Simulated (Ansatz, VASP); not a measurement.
# Cross-check of Ba3Ca4Si9O25 between VASP and Ansatz, part 2 of 2

Aim: how closely do two programs agree when they are given the same cell, functional and k mesh? The structure shown is frame 79 of Ansatz's trajectory.

VASP 6.6.1 and Ansatz 0.2.0.

So far: The starting structure; Ansatz: dynamics, PBE.

## Step 3: VASP: single point, PBE

Level of this step: PBE; plane waves and PAW (Si, Ba_sv, Ca_sv, O) (VASP).

The same cell, functional and mesh now go to VASP, with its own data sets.

Lines of VASP's logs that name or quote its potential files are left out, and so is its time.

Input file INCAR:

```
SYSTEM = Ba3Ca4Si9O25
PREC = Accurate
ENCUT = 520
EDIFF = 1E-06
NELM = 120
ISMEAR = 0
SIGMA = 0.01
LREAL = Auto
ALGO = Normal
GGA = PE
NBANDS = 320
LORBIT = 11
LWAVE = .FALSE.
LCHARG = .FALSE.
ISIF = 2
LASPH = .TRUE.
GGA_COMPAT = .FALSE.
EFERMI = MIDGAP
NCORE = 2
```

Input file POSCAR:

```
Ba3Ca4Si9O25
1.0
   10.6757300000      0.0000000000      0.0000000000
    0.0000000000     10.6757300000      0.0000000000
    0.0000000000      0.0000000000     10.6757300000
Si Ba Ca O
18 6 8 50
Direct
    0.1607477896      0.8142862362      0.7540093277
    0.8170026780      0.0857271587      0.8118789066
    0.4658135790      0.0825142637      0.7613624548
    0.6280694622      0.3195659688      0.4810537546
    0.6606667647      0.3254953057      0.1909096614
    0.3985394910      0.6506252968      0.6962896214
    0.4258256812      0.6678231840      0.0729692489
    0.0007025281      0.6868382771      0.3498215110
    0.6242289754      0.8808858973      0.3118568941
    0.3357428485      0.9276461656      0.9539956518
    0.2609844947      0.5756046659      0.3021526397
    0.2070490730      0.2223641849      0.6777522474
    0.6584655101      0.0414585232      0.5559807151
    0.9085280351      0.1937010396      0.2849266514
    0.1059880683      0.3628510650      0.1620217072
    0.8764740210      0.6839344944      0.8165717942
    0.0704495149      0.9409473638      0.2539685811
    0.3562566682      0.4279707336      0.5370873936
    0.1123576561      0.6431316641      0.0254127821
    0.6658842065      0.6524518698      0.5331532364
    0.3714687427      0.3325393205      0.9895061040
    0.0919749750      0.1163292815      0.9775912280
    0.6575850082      0.4248234079      0.8364580221
    0.9767107261      0.3701760910      0.5200487461
    0.5797167969      0.0510316391      0.0581131220
    0.9918103961      0.9921382425      0.5657411718
    0.8571310814      0.9066452599      0.0381519578
    0.7425347025      0.6412769900      0.1662275086
    0.3450724213      0.1130882853      0.2564602140
    0.9833425911      0.3607434808      0.8476516360
    0.6229550579      0.7929574839      0.8475579656
    0.3032766846      0.8449258271      0.4516225120
    0.3483415186      0.5537794605      0.0129920858
    0.1873314518      0.2837557713      0.8159348354
    0.8260887078      0.7229575870      0.9499584572
    0.0740464586      0.8810076688      0.1231859554
    0.5414149665      0.9989415244      0.6553462855
    0.1838843807      0.4816251441      0.2182239528
    0.7839651246      0.2285839001      0.1986468373
    0.1557083216      0.8802489385      0.6162576236
    0.5238798658      0.6202292490      0.7684252037
    0.5247416336      0.1996116425      0.8342192993
    0.5383519441      0.2375949935      0.1573662878
    0.7910372405      0.7542154026      0.7192763399
    0.7234540401      0.0152654666      0.9030857843
    0.3267973244      0.5217254464      0.6514683305
    0.4910390203      0.3663730724      0.5293689518
    0.9438792476      0.6523394653      0.2156011814
    0.4836390579      0.9511668055      0.3119224634
    0.6819299476      0.9310276674      0.4549571786
    0.3324550171      0.1282722587      0.6970389847
    0.1997802492      0.9758236673      0.3168401599
    0.9677089998      0.0632930956      0.2232727879
    0.0074252534      0.3172897778      0.2693211612
    0.7942220345      0.0481372234      0.6515245327
    0.6986313816      0.4349866473      0.0927056042
    0.2505121430      0.3238560735      0.5650667449
    0.2124632227      0.2514394800      0.1581250181
    0.3473579793      0.7906344578      0.0216284975
    0.9436731727      0.0085680324      0.8390901606
    0.6278352862      0.7354719537      0.3195378677
    0.7003830183      0.9256509859      0.1874813245
    0.4528121262      0.9453967082      0.8470240443
    0.3368949945      0.0535888412      0.0453458452
    0.4206363406      0.7196322874      0.5622097974
    0.8868995375      0.1719601376      0.4386023251
    0.0274454300      0.7440708973      0.7990085924
    0.8339476551      0.2306540162      0.8250395992
    0.2005108784      0.9214732857      0.8815884253
    0.3301507251      0.5075343794      0.4149318126
    0.2832312170      0.7215899990      0.7771833870
    0.7334580399      0.3913175024      0.5649918085
    0.9869489019      0.8549953961      0.3684806566
    0.0453926804      0.4016212474      0.0286256771
    0.3736606302      0.6532761694      0.2306914843
    0.9041255258      0.5399256070      0.8045070454
    0.6474592370      0.3676376229      0.3398924476
    0.6337458890      0.1713793811      0.4803043914
    0.1598485537      0.6784266743      0.3542146532
    0.5765039018      0.6903509175      0.0494579762
    0.0761072077      0.1712014073      0.6156300319
    0.9232811246      0.6151991480      0.4648300397
```

Input file KPOINTS:

```
Automatic mesh
0
Gamma
1 1 1
0 0 0
```

PAW data sets: Si, Ba_sv, Ca_sv and O (PBE family, release 64).

Launch:

```
$ mpirun -np 8 vasp_gam
```

Numbers of over 12 decimals in the logs are rounded to 6 here.

Log:

```text
[banner, memory and clock lines left out]
running    8 mpi-ranks, on    1 nodes
[...]
LDA part: xc-table for (Slater+PW92), standard interpolation
 POSCAR, INCAR and KPOINTS ok, starting setup
[...]
entering main loop
       N       E                     dE             d eps       ncg     rms          rms(c)
DAV:   1     0.582826176774E+04    0.58283E+04   -0.29741E+05   640   0.161E+03
DAV:   2    -0.894887096692E+02   -0.59178E+04   -0.56999E+04   800   0.426E+02
DAV:   3    -0.661501219740E+03   -0.57201E+03   -0.56800E+03   760   0.145E+02
DAV:   4    -0.688947559660E+03   -0.27446E+02   -0.27342E+02   880   0.276E+01
[...]
DAV:  17    -0.601658387384E+03   -0.18958E-05   -0.16654E-04   912   0.287E-02    0.225E-02
DAV:  18    -0.601658387100E+03    0.28461E-06   -0.60814E-05   752   0.161E-02    0.133E-02
DAV:  19    -0.601658387536E+03   -0.43670E-06   -0.96637E-06   752   0.724E-03
   1 F= -.60165839E+03 E0= -.60165839E+03  d E =0.000000E+00
```

OUTCAR, selected parts (step 3):

```text
  Total        7.7896617     29.8927980     12.1476603     -0.1359087      7.0522271      6.3314969
  in kB       10.2573798     39.3626570     15.9959661     -0.1789638      9.2863304      8.3372771
  external PRESSURE =      21.8720010 kB  Pullay stress =       0.0000000 kB

 POSITION                                       TOTAL-FORCE (eV/Angst)
 -----------------------------------------------------------------------------------
      1.71610      8.69310      8.04960        -0.290311      0.738394      0.640381
      8.72210      0.91520      8.66740         0.777173     -2.167360     -2.952288
      4.97290      0.88090      8.12810        -0.609339     -0.219290     -0.689327
      6.70510      3.41160      5.13560         2.123336      1.821169      0.939712
      7.05310      3.47490      2.03810         0.683153     -0.743181      0.348652
      4.25470      6.94590      7.43340        -2.620420      0.723673     -1.893870
      4.54600      7.12950      0.77900         0.462022     -0.147137      1.557664
      0.00750      7.33250      3.73460        -2.306663      1.393255      2.450177
      6.66410      9.40410      3.32930        -1.618761      3.060134      0.403616
      3.58430      9.90330     10.18460        -0.491195     -0.041317      0.453302
      2.78620      6.14500      3.22570         1.919596      1.656668     -0.133280
      2.21040      2.37390      7.23550         0.453367     -0.733975     -0.544188
[...]
9.69920      2.06790      3.04180        -1.315935     -0.952234      2.004454
[...]
-----------------------------------------------------------------------------------
    total drift:                               -0.007970      0.008244      0.002106

  FREE ENERGIE OF THE ION-ELECTRON SYSTEM (eV)
  ---------------------------------------------------
  free  energy   TOTEN  =      -601.6583875363 eV

  energy  without entropy=     -601.6583875363  energy(sigma->0) =     -601.65838754

[... 3 further parts left out ...]
[key lines of the parts left out:]
E-fermi :   3.9074
```

Harder data sets than Ba_sv exist (the GW ones), and pressures, volumes and forces can shift noticeably with them.

## Step 4: Comparison

Known differences besides the potentials themselves: fixed occupations in Ansatz, narrow Gaussian smearing in VASP; the cutoff is 420 eV in Ansatz and 520 eV in VASP (PREC = Accurate, projectors in real space). Total energies have different zeros and are not compared.

Forces on 10 of the 82 atoms, those with the largest forces and the largest differences (eV/Å; atoms numbered as in POSCAR):

| atom | Ansatz x, y, z | VASP x, y, z |
| --- | --- | --- |
| Si2 | 0.792, -2.143, -2.885 | 0.777, -2.167, -2.952 |
| Si6 | -2.571, 0.709, -1.963 | -2.620, 0.724, -1.894 |
| Si8 | -2.343, 1.355, 2.406 | -2.307, 1.393, 2.450 |
| Si9 | -1.632, 3.040, 0.367 | -1.619, 3.060, 0.404 |
| Si16 | 2.568, 1.635, -1.769 | 2.644, 1.671, -1.792 |
| Si17 | -2.647, 0.222, 2.992 | -2.710, 0.249, 3.038 |
| Ba24 | -0.745, 0.932, -0.113 | -0.645, 1.159, -0.052 |
| O33 | 0.409, -0.149, -0.445 | 0.420, 0.061, -0.430 |
| O36 | -0.275, -1.263, -2.994 | -0.273, -1.283, -3.060 |
| O60 | 1.058, -0.186, 0.415 | 0.949, -0.334, 0.268 |

The forces differ by 45 meV/Å r.m.s., which is 4.2 % of the r.m.s. force of 1.061 eV/Å (both taken over all components).

## Step 5: Results

| Property | Result |
| --- | --- |
| r.m.s. force difference (single point, PBE) | 4.2 % of the r.m.s. force |

What this shows: The r.m.s. force difference is 4.2 % of the r.m.s. force (single point, PBE), beyond the 3 % picked in this series as the mark of a large difference. What causes the difference of the single point, PBE pair stays open here. 2 further runs of this series are not shown here. How closely two codes agree says nothing of how well the functional describes the real material.

[Lines on the potential files, build, host, timing and source positions are cut from VASP's logs without a mark.]

[Logs are printed without paths, hosts, clocks, repeated set-up lines and the standing remarks that a program may print on its own settings, such as how far it seeks lower states.]

[Hosts, paths, dates, database ids (printed as entryN), source tags and the programs' standing remarks are cut or masked in the printed files.]
